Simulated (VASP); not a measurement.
Output of a VASP run:

OSZICAR:
```
       N       E                     dE             d eps       ncg     rms          rms(c)
DAV:   1     0.172197864130E+03    0.17220E+03   -0.10695E+04  3152   0.115E+03
DAV:   2    -0.119612665511E+02   -0.18416E+03   -0.18188E+03  3655   0.367E+02
DAV:   3    -0.208568806032E+02   -0.88956E+01   -0.87306E+01  5519   0.651E+01
DAV:   4    -0.209987087676E+02   -0.14183E+00   -0.14154E+00  3668   0.678E+00
DAV:   5    -0.210010981455E+02   -0.23894E-02   -0.23888E-02  4223   0.674E-01    0.249E+01
DAV:   6    -0.204003904377E+02    0.60071E+00   -0.16987E+00  3685   0.104E+01    0.105E+01
DAV:   7    -0.202959394486E+02    0.10445E+00   -0.13699E+00  3778   0.649E+00    0.265E+00
DAV:   8    -0.202383116054E+02    0.57628E-01   -0.43056E-01  4093   0.333E+00    0.774E-01
DAV:   9    -0.202380941196E+02    0.21749E-03   -0.12227E-02  3756   0.107E+00    0.159E-01
DAV:  10    -0.202378910416E+02    0.20308E-03   -0.11634E-03  3906   0.199E-01    0.626E-02
DAV:  11    -0.202378801265E+02    0.10915E-04   -0.30643E-05  3478   0.537E-02    0.108E-02
DAV:  12    -0.202378785006E+02    0.16259E-05   -0.18415E-06  2511   0.140E-02    0.533E-03
DAV:  13    -0.202378775893E+02    0.91126E-06   -0.34794E-07  1775   0.550E-03
   1 F= -.20237878E+02 E0= -.20231112E+02  d E =-.135319E-01
```

**OUTCAR**
```
------------------------ aborting loop because EDIFF is reached ----------------------------------------
  FORCE on cell =-STRESS in cart. coord.  units (eV):
  Direction    XX          YY          ZZ          XY          YZ          ZX
  --------------------------------------------------------------------------------------
  Total        5.8897888      5.4618942      3.1036411      0.0550226     -0.0219895     -0.0127520
  in kB      272.4669072    252.6721200    143.5772211      2.5453936     -1.0172534     -0.5899200
  external PRESSURE =     222.9054161 kB  Pullay stress =       0.0000000 kB
  volume of cell :       34.63
      direct lattice vectors                 reciprocal lattice vectors
     2.978490000  0.000000000  0.000000000     0.335740593  0.000000000  0.000000000
     0.000000000  2.978490000  0.000000000     0.000000000  0.335740593  0.000000000
     0.000000000  0.000000000  3.903950000     0.000000000  0.000000000  0.256150822
 POSITION                                       TOTAL-FORCE (eV/Angst)
 -----------------------------------------------------------------------------------
      1.46890      1.41767      1.91637         0.298614      0.970809      1.015721
      0.02034      0.07157      0.03561        -0.298614     -0.970809     -1.015721
 -----------------------------------------------------------------------------------
    total drift:                               -0.000117      0.000239      0.000251
  FREE ENERGIE OF THE ION-ELECTRON SYSTEM (eV)
  ---------------------------------------------------
  free  energy   TOTEN  =       -20.2378775893 eV

  energy  without entropy=      -20.2243457138  energy(sigma->0) =      -20.23111165
```
(Selected blocks of OUTCAR.)

### POSCAR
```
ZrW
1
    2.9784900000     0.0000000000     0.0000000000
    0.0000000000     2.9784900000     0.0000000000
    0.0000000000     0.0000000000     3.9039500000
Zr W
1 1
Direct
  0.4931700000   0.4759710000   0.4908790000
  0.0068300000   0.0240290000   0.0091210000
```

Question: Write an INCAR and KPOINTS that could have produced this output.

Answer: This is not unique; one that fits is the input of the run itself, PBE GGA, plane waves, VASP's PBE PAW potentials (set 64).

KPOINTS:
```
kpoints
0
G
  6 6 5
0 0 0
```

### INCAR
```
SYSTEM = ZrW
PREC = Accurate; ENCUT = 300; LREAL = .FALSE.
LASPH = .TRUE.
EDIFF = 1E-6; NELM = 100; ALGO = Normal
LMAXMIX = 6
ISMEAR = 0; SIGMA = 0.1
GGA = PE
ISIF = 2
LWAVE = .FALSE.; LCHARG = .FALSE.
```

POTCAR, in this order: Zr_sv W_sv (PBE.64 set). Program: vasp_std.

At this cut-off the stress carries a Pulay error, which pulls relaxed volumes low.

The structure was generated: ZrW was put into an ordered model structure, which need not be its known phase. The cell was not relaxed at this level, atoms are displaced from their ideal sites. The k-mesh is coarse (spacing up to 0.35 per Å, 2π included), so the numbers may not be converged in it.
